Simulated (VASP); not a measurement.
# Sn2GeO2 (I4/mmm) in VASP: elastic constants with PBE

Aim: the elastic constants of Sn2GeO2 with PBE.

Everything below comes from runs of VASP 6.6.1. Logs are shortened: lines on timing, memory, paths and dates and some standing lists are left out, and cuts for length are marked.

### 1 The crystal as given

The structure is tetragonal, space group I4/mmm (No. 139). Conventional cell: a = 3.694 Å, b = 3.694 Å, c = 12.866 Å, α = 90.00°, β = 90.00°, γ = 90.00°. Around Sn (site symmetry 4mm) lie 4 O at 2.22 Å. Ge (site symmetry 4/mmm) has 8 Sn at 3.28 Å and 4 Ge at 3.69 Å and 8 O at 3.71 Å as nearest neighbours. O (site symmetry -4m2) has 4 Sn at 2.22 Å as nearest neighbours.

The cell was built by a generator and needn't be a form met in nature.

### 2 Elastic constants, PBE

POSCAR reads:

```
Sn2GeO2
1.0
   -1.8468400000      1.8468400000      6.4331200000
    1.8468400000     -1.8468400000      6.4331200000
    1.8468400000      1.8468400000     -6.4331200000
Sn Ge O
2 1 2
Direct
    0.6539140000      0.6539140000      0.0000000000
    0.3460860000      0.3460860000      0.0000000000
    0.0000000000      0.0000000000      0.0000000000
    0.2500000000      0.7500000000      0.5000000000
    0.7500000000      0.2500000000      0.5000000000
```

INCAR.step1 reads:

```
ALGO = Fast
EDIFF = 1E-8
EDIFFG = -0.002
ENCUT = 520
GGA = PE
IBRION = 2
ISIF = 3
ISMEAR = 0
KPAR = 8
LASPH = True
LCHARG = False
LREAL = False
LWAVE = False
NELM = 60
NSW = 40
PREC = Accurate
SIGMA = 0.1
```

INCAR.step2 reads:

```
ALGO = Fast
EDIFF = 1E-8
ENCUT = 520
GGA = PE
IBRION = 6
ISIF = 3
ISMEAR = 0
KPAR = 8
LASPH = True
LCHARG = False
LREAL = False
LWAVE = False
NELM = 60
NFREE = 2
NSW = 1
POTIM = 0.015
PREC = Accurate
SIGMA = 0.1
```

KPOINTS reads:

```
k-points
0
Gamma
  8 8 8
```

Potentials or basis: VASP PAW PBE potentials, release 64 (Sn_d, Ge_d, O).

Command:

```
$ cat potpaw_PBE.64/Sn_d/POTCAR potpaw_PBE.64/Ge_d/POTCAR potpaw_PBE.64/O/POTCAR > POTCAR
$ cp INCAR.step1 INCAR
$ mpirun -np 8 vasp_std > vasp.out
$ cp CONTCAR POSCAR
$ cp INCAR.step2 INCAR
$ mpirun -np 8 vasp_std > vasp.out
```

OUTCAR:

```text
EDIFF = 1E-8
   ENCUT = 520
   GGA = PE
   IBRION = 6
   ISIF = 3
   ISMEAR = 0
   LASPH = True
   LREAL = False
   NELM = 60
   NFREE = 2
   NSW = 1
   POTIM = 0.015
   PREC = Accurate

 ion  position               nearest neighbor table
   1  0.655  0.655  0.000-   4 2.22   5 2.22   4 2.22   5 2.22   3 3.30   3 3.30   3 3.30   3 3.30
                             2 3.59   2 3.59   2 3.59   2 3.59
   2  0.345  0.345  0.000-   4 2.22   5 2.22   4 2.22   5 2.22   3 3.30   3 3.30   3 3.30   3 3.30
                             1 3.59   1 3.59   1 3.59   1 3.59
   3  0.000  0.000  0.000-   1 3.30   1 3.30   1 3.30   2 3.30   1 3.30   2 3.30   2 3.30   2 3.30

   4  0.250  0.750  0.500-   2 2.22   1 2.22   2 2.22   1 2.22
   5  0.750  0.250  0.500-   2 2.22   1 2.22   2 2.22   1 2.22

  LATTYP: Found a body centered tetragonal cell.
 ALAT       =     3.6889305570
 C/A-ratio  =     3.5285030464

  Lattice vectors:

 A1 = (  -1.8444652785,   1.8444652785,   6.5082013541)
 A2 = (   1.8444652785,  -1.8444652785,   6.5082013541)
 A3 = (   1.8444652785,   1.8444652785,  -6.5082013541)

Analysis of symmetry for initial positions (statically):
=====================================================================
 Subroutine PRICEL returns:
 Original cell was already a primitive cell.

 Routine SETGRP: Setting up the symmetry group for a
 body centered tetragonal supercell.

 Subroutine GETGRP returns: Found 16 space group operations
 (whereof 16 operations were pure point group operations)
 out of a pool of 16 trial point group operations.

The static configuration has the point symmetry D_4h.

Analysis of symmetry for dynamics (positions and initial velocities):
=====================================================================
 Subroutine PRICEL returns:
 Original cell was already a primitive cell.

 Routine SETGRP: Setting up the symmetry group for a
 body centered tetragonal supercell.

 Subroutine GETGRP returns: Found 16 space group operations
 (whereof 16 operations were pure point group operations)
 out of a pool of 16 trial point group operations.

The dynamic configuration has the point symmetry D_4h.

 Subroutine INISYM returns: Found 16 space group operations
 (whereof 16 operations are pure point group operations),
 and found     1 'primitive' translations

----------------------------------------------------------------------------------------

                                     Primitive cell

  volume of cell :      88.5650

  direct lattice vectors                    reciprocal lattice vectors
    -1.844465278  1.844465278  6.508201354     0.000000000  0.271081275  0.076826142
     1.844465278 -1.844465278  6.508201354     0.271081275  0.000000000  0.076826142
     1.844465278  1.844465278 -6.508201354     0.271081275  0.271081275  0.000000000

  length of vectors
     7.011475536  7.011475536  7.011475536     0.281757545  0.281757545  0.383366816

  position of ions in fractional coordinates (direct lattice)
     0.655083231  0.655083231  0.000000000
     0.344916769  0.344916769  0.000000000
     0.000000000  0.000000000  0.000000000
     0.250000000  0.750000000  0.500000000
     0.750000000  0.250000000  0.500000000

  ion indices of the primitive-cell ions
   primitive index   ion index
                 1           1
                 2           2
[... 130 lines left out ...]

  FORCE on cell =-STRESS in cart. coord.  units (eV):
  Direction    XX          YY          ZZ          XY          YZ          ZX
  --------------------------------------------------------------------------------------
  -------------------------------------------------------------------------------------
  Total       -0.0571029     -0.0571029     -0.0427724      0.0000000      0.0000000      0.0000000
  in kB       -1.0330147     -1.0330147     -0.7737708      0.0000000      0.0000000      0.0000000
  external PRESSURE =      -0.9466001 kB  Pullay stress =       0.0000000 kB
[... 98 lines left out ...]
  FREE ENERGIE OF THE ION-ELECTRON SYSTEM (eV)
  ---------------------------------------------------
  free  energy   TOTEN  =       -25.8091841563 eV

  energy  without entropy=      -25.8026196218  energy(sigma->0) =      -25.80590189

[... ionic steps 4 to 22 ...]

--------------------------------------- Ionic step       23  -------------------------------------------

 number of electron      54.0000001 magnetization

------------------------ aborting loop because EDIFF is reached ----------------------------------------
[... 73 lines left out ...]
--------------------------------------- Ionic step       25  -------------------------------------------

 number of electron      54.0000001 magnetization

 Free energy of the ion-electron system (eV)
  ---------------------------------------------------
  ext. energy  EPLUGINS =         0.00000000
  ---------------------------------------------------
  free energy    TOTEN  =       -25.81817238 eV

  energy without entropy =      -25.81179512  energy(sigma->0) =      -25.81498375

 E-fermi :   6.9467     XC(G=0): -10.6145

 val. band max:        6.8941198787   @ k =  -0.2500   0.3750  -0.3750
 cond. band min:       6.9774426850   @ k =  -0.1250   0.5000  -0.1250
 fundamental gap:      0.0833228064
 Fermi energy:         6.9467005856

 k-point     1 :       0.0000    0.0000    0.0000
  band No.  band energies     occupation
      1     -17.8482      2.00000
      2     -17.8387      2.00000
      3     -17.7781      2.00000
      4     -17.7780      2.00000
      5     -17.7589      2.00000
      6     -14.9783      2.00000
[... 829 lines left out ...]
     31      10.8056      0.00000
     32      12.0726      0.00000

 [... further k-points ...]

------------------------ aborting loop because EDIFF is reached ----------------------------------------

  FORCE on cell =-STRESS in cart. coord.  units (eV):
  Direction    XX          YY          ZZ          XY          YZ          ZX
  --------------------------------------------------------------------------------------
  -------------------------------------------------------------------------------------
  Total       -0.0702112      0.0736454      0.0040934      0.0000000      0.0000000      0.0000000
  in kB       -1.2701500      1.3322767      0.0740507      0.0000000      0.0000000      0.0000000
  external PRESSURE =       0.0453925 kB  Pullay stress =       0.0000000 kB
[... 20 lines left out ...]
  FREE ENERGIE OF THE ION-ELECTRON SYSTEM (eV)
  ---------------------------------------------------
  free  energy   TOTEN  =       -25.8181723810 eV

  energy  without entropy=      -25.8117951209  energy(sigma->0) =      -25.81498375

 INTERNAL STRAIN TENSORS FROM STRAINED CELLS
 ============================================

 INTERNAL STRAIN TENSOR FOR ION    1 for displacements in x,y,z  (eV/Angst):
          X           Y           Z          XY          YZ          ZX
  --------------------------------------------------------------------------------
  x    -0.00000     0.00000     0.00000     0.00000     0.00000     6.27266
  y     0.00000    -0.00000     0.00000     0.00000     6.26999    -0.00000
  z     9.05450     9.06008    18.68585     0.00909     0.00035     0.00035

 INTERNAL STRAIN TENSORS FROM DISPLACED ATOMS
 ============================================

 INTERNAL STRAIN TENSOR FOR ION    1 for displacements in x,y,z  (eV/Angst):
          X           Y           Z          XY          YZ          ZX
  --------------------------------------------------------------------------------
  x     0.00000     0.00000     0.00000     0.00000     0.00000     6.25773
  y     0.00000     0.00000     0.00000     0.00000     6.25776     0.00000
  z     8.89954     8.89954    19.00072     0.00000     0.00000     0.00000

 INTERNAL STRAIN TENSOR FOR ION    5 for displacements in x,y,z  (eV/Angst):
          X           Y           Z          XY          YZ          ZX
  --------------------------------------------------------------------------------
  x     0.00000     0.00000     0.00000     0.00000     0.00000    -3.24412
  y     0.00000     0.00000     0.00000     0.00000     3.24415     0.00000
  z    -4.77220     4.77220     0.00000     0.00000     0.00000     0.00000

 Eigenvectors and eigenvalues of the dynamical matrix
 ----------------------------------------------------

   1 f  =   15.373597 THz    96.595162 2PiTHz  512.808014 cm-1    63.580062 meV
             X         Y         Z           dx          dy          dz
      0.000000  0.000000  8.526827    -0.013528   -0.050066    0.000000
      0.000000  0.000000  4.489576     0.013528    0.050066    0.000000
      0.000000  0.000000  0.000000    -0.000000    0.000000    0.000000
      1.844465  0.000000  3.254101    -0.183952    0.680788   -0.000000
      0.000000  1.844465  3.254101     0.183952   -0.680788    0.000000
[... 105 lines left out ...]
  15 f/i=    0.011636 THz     0.073110 2PiTHz    0.388127 cm-1     0.048122 meV
             X         Y         Z           dx          dy          dz
      0.000000  0.000000  8.526827    -0.000000    0.000000   -0.589674
      0.000000  0.000000  4.489576    -0.000000    0.000000   -0.589674
      0.000000  0.000000  0.000000    -0.000000    0.000000   -0.458609
      1.844465  0.000000  3.254101    -0.000000    0.000000   -0.217079
      0.000000  1.844465  3.254101    -0.000000    0.000000   -0.217079

--------------------------------------------------------------------------------------------------------

 ELASTIC MODULI CONTR FROM IONIC RELAXATION (kBar)
 Direction    XX          YY          ZZ          XY          YZ          ZX
 --------------------------------------------------------------------------------
 XX        -284.8853     21.0511   -281.6460      0.0000     -0.0000      0.0000
 YY          21.0511   -284.8853   -281.6460      0.0000     -0.0000      0.0000
 ZZ        -281.6460   -281.6460   -601.3203      0.0000     -0.0000      0.0000
 XY           0.0000      0.0000      0.0000      0.0000      0.0000      0.0000
 YZ          -0.0000     -0.0000     -0.0000      0.0000   -257.7173     -0.0000
 ZX           0.0000      0.0000      0.0000      0.0000     -0.0000   -257.7145
 --------------------------------------------------------------------------------

 TOTAL ELASTIC MODULI (kBar)
 Direction    XX          YY          ZZ          XY          YZ          ZX
 --------------------------------------------------------------------------------
 XX        1191.9909    847.1878    179.4866      0.0000     -0.0000      0.0000
 YY         847.1878   1191.9909    179.4866      0.0000     -0.0000      0.0000
 ZZ         179.4866    179.4866   1113.8621      0.0000     -0.0000      0.0000
 XY           0.0000      0.0000      0.0000    437.2280      0.0000      0.0000
 YZ          -0.0000     -0.0000     -0.0000      0.0000     39.5663     -0.0000
 ZX           0.0000      0.0000      0.0000      0.0000     -0.0000     39.5681
 --------------------------------------------------------------------------------
```

Wall time 1.6 h (8 MPI ranks of Intel Xeon 6975P-C (Granite Rapids), shared host); peak memory 0.82 GiB.

What came out:

```yaml
Relaxed_volume: 17.71 Å³/atom
Relaxed_cell: a = 7.011 Å, b = 7.011 Å, c = 7.011 Å, α = 149.50°, β = 149.50°, γ = 43.68°
Space_group_after_relaxing_to_0.05_Å: I4/mmm (No. 139)
Voigt_bulk_modulus: 66 GPa
Highest_phonon_frequency_at_Γ_LO-TO_splitting_left_out: 513 cm⁻¹
```

Step by step:
```
step  energy change (eV)  largest force (eV/Å)  pressure (GPa)  volume (Å³)
   1              0.0000                0.1363            0.13        87.77
   2             -0.0033                0.0557            0.24        87.94
   3             -0.0045                0.0327            0.38        88.13
   4             -0.0046                0.0684           -0.33        88.85
   5             -0.0049                0.0187            0.02        88.50
   6             -0.0049                0.0196            0.01        88.50
   7             -0.0050                0.0014           -0.01        88.56
```

Final structure:
```cif
data_structure
_symmetry_space_group_name_H-M 'P 1'
_symmetry_Int_Tables_number 1
_cell_length_a 7.0115
_cell_length_b 7.0115
_cell_length_c 7.0115
_cell_angle_alpha 149.496
_cell_angle_beta 149.496
_cell_angle_gamma 43.682
_cell_volume 88.56
loop_
_atom_site_label
_atom_site_type_symbol
_atom_site_fract_x
_atom_site_fract_y
_atom_site_fract_z
_atom_site_occupancy
Sn1 Sn 0.65508 0.65508 0.00000 1
Sn2 Sn 0.34492 0.34492 0.00000 1
Ge1 Ge 0.00000 0.00000 0.00000 1
O1 O 0.25000 0.75000 0.50000 1
O2 O 0.75000 0.25000 0.50000 1
```

Phonon frequencies in cm⁻¹ (negative: imaginary):
```csv
q point,frequencies
"(0.000, 0.000, 0.000)",0 0 0 32 32 106 106 107 223 287 287 303 330 513 513
```

Elastic tensor in Voigt notation (GPa, in the Cartesian axes of the cell as first typed):
```
119  85  18   0   0   0
 85 119  18   0   0   0
 18  18 111   0   0   0
  0   0   0   4   0   0
  0   0   0   0   4   0
  0   0   0   0   0  44
```

Clamped-ion elastic tensor (GPa):
```
148  83  46   0   0   0
 83 148  46   0   0   0
 46  46 172   0   0   0
  0   0   0  30   0   0
  0   0   0   0  30   0
  0   0   0   0   0  44
```
